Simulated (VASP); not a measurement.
Computed with revPBE GGA, VASP's PBE PAW potentials (set 64) (plane waves; VASP).

VASP input:

**INCAR**
```
SYSTEM = Gd
LMAXMIX = 6
ALGO = Normal   # blocked Davidson
ISMEAR = 1
ISIF = 2
EDIFF = 1E-6
ENCUT = 400
GGA = RE   # revPBE
LCHARG = .False.
SIGMA = 0.1   # width (eV)
NELM = 100   # most electronic steps
LWAVE = .False.
LASPH = .True.   # aspherical one-centre terms
LREAL = .False.   # projection in real space or not
PREC = Accurate
```

### POSCAR
```
Gd
11.560
  0.1570069204  -0.2719439446   0.0000000000
  0.1570069204   0.2719439446   0.0000000000
  0.0000000000   0.0000000000   0.5000000000
Gd
2
Cart
  0.1570069204   0.0906481628   0.1250000000
  0.1570069204  -0.0906481628   0.3750000000
```

**KPOINTS**
```
K-points
0
gamma
  10 10 6
```

POTCAR, in this order: Gd_3 (PBE.64 set). Program: vasp_std.

Output of the run:

### OUTCAR
```
 ion  position               nearest neighbor table
   1  0.333  0.667  0.250-   2 3.57   2 3.57   2 3.57   2 3.57   2 3.57   2 3.57
   2  0.667  0.333  0.750-   1 3.57   1 3.57   1 3.57   1 3.57   1 3.57   1 3.57
  LATTYP: Found a hexagonal cell.
 ALAT       =     3.6299998132
 C/A-ratio  =     1.5922865833
 Subroutine PRICEL returns:
 Original cell was already a primitive cell.
 Subroutine GETGRP returns: Found 24 space group operations
The static configuration has the point symmetry D_3d.
 The point group associated with its full space group is D_6h.
The dynamic configuration has the point symmetry D_3d.
 Subroutine INISYM returns: Found 24 space group operations
 Subroutine IBZKPT returns following result:
 Found     56 irreducible k-points:

 Following reciprocal coordinates:
            Coordinates               Weight
  0.000000  0.000000  0.000000      1.000000
  0.100000  0.000000  0.000000      6.000000
  0.200000  0.000000  0.000000      6.000000
  0.300000  0.000000  0.000000      6.000000
  0.400000  0.000000  0.000000      6.000000
  0.500000  0.000000  0.000000      3.000000
  0.100000  0.100000  0.000000      6.000000
...
```

OSZICAR:
```
       N       E                     dE             d eps       ncg     rms          rms(c)
DAV:   1     0.339562668042E+02    0.33956E+02   -0.77496E+03  1456   0.100E+03
DAV:   2    -0.706544351836E+01   -0.41022E+02   -0.40064E+02  1661   0.205E+02
DAV:   3    -0.853720994174E+01   -0.14718E+01   -0.13442E+01  1944   0.246E+01
DAV:   4    -0.856572179169E+01   -0.28512E-01   -0.28449E-01  1829   0.359E+00
DAV:   5    -0.856648316037E+01   -0.76137E-03   -0.76108E-03  2143   0.432E-01    0.228E+01
DAV:   6    -0.857121721653E+01   -0.47341E-02   -0.20741E-02  1591   0.119E+00    0.137E+01
DAV:   7    -0.858204761624E+01   -0.10830E-01   -0.38322E-02  1586   0.162E+00    0.210E-01
DAV:   8    -0.858179993447E+01    0.24768E-03   -0.20292E-03  1736   0.335E-01    0.603E-02
DAV:   9    -0.858181610369E+01   -0.16169E-04   -0.20871E-04  1761   0.108E-01    0.364E-02
DAV:  10    -0.858181000109E+01    0.61026E-05   -0.32931E-05  1671   0.405E-02    0.482E-02
DAV:  11    -0.858181230749E+01   -0.23064E-05   -0.53373E-06  1691   0.167E-02    0.125E-03
DAV:  12    -0.858181261932E+01   -0.31183E-06   -0.32065E-07   893   0.444E-03
   1 F= -.85818126E+01 E0= -.85824381E+01  d E =0.187644E-02
```

### OUTCAR
```
------------------------ aborting loop because EDIFF is reached ----------------------------------------
  FORCE on cell =-STRESS in cart. coord.  units (eV):
  Direction    XX          YY          ZZ          XY          YZ          ZX
  --------------------------------------------------------------------------------------
  Total        0.6400438      0.6400437      0.2237975     -0.0000000      0.0000000      0.0000000
  in kB       15.5470702     15.5470680      5.4361847     -0.0000000      0.0000000      0.0000000
  external PRESSURE =      12.1767743 kB  Pullay stress =       0.0000000 kB
  volume of cell :       65.96
      direct lattice vectors                 reciprocal lattice vectors
     1.815000000 -3.143672000  0.000000000     0.275482094 -0.159049672  0.000000000
     1.815000000  3.143672000  0.000000000     0.275482094  0.159049672  0.000000000
     0.000000000  0.000000000  5.780000000     0.000000000  0.000000000  0.173010381
 POSITION                                       TOTAL-FORCE (eV/Angst)
 -----------------------------------------------------------------------------------
      1.81500      1.04789      1.44500         0.000000     -0.000000      0.000000
      1.81500     -1.04789      4.33500        -0.000000      0.000000      0.000000
 -----------------------------------------------------------------------------------
    total drift:                                0.000000      0.000115     -0.000010
  FREE ENERGIE OF THE ION-ELECTRON SYSTEM (eV)
  ---------------------------------------------------
  free  energy   TOTEN  =        -8.5818126193 eV

  energy  without entropy=       -8.5836890589  energy(sigma->0) =       -8.58243810
```
(Selected blocks of OUTCAR.)

The 4f electrons are frozen in the core of the lanthanide potential, so 4f levels, which can set the real gap, and their magnetism are missing.

The compound is Gd in the hcp structure. The cell was not relaxed at this level. The run is one of a series of settings (GGA = RE against the base run), some of them coarse on purpose.
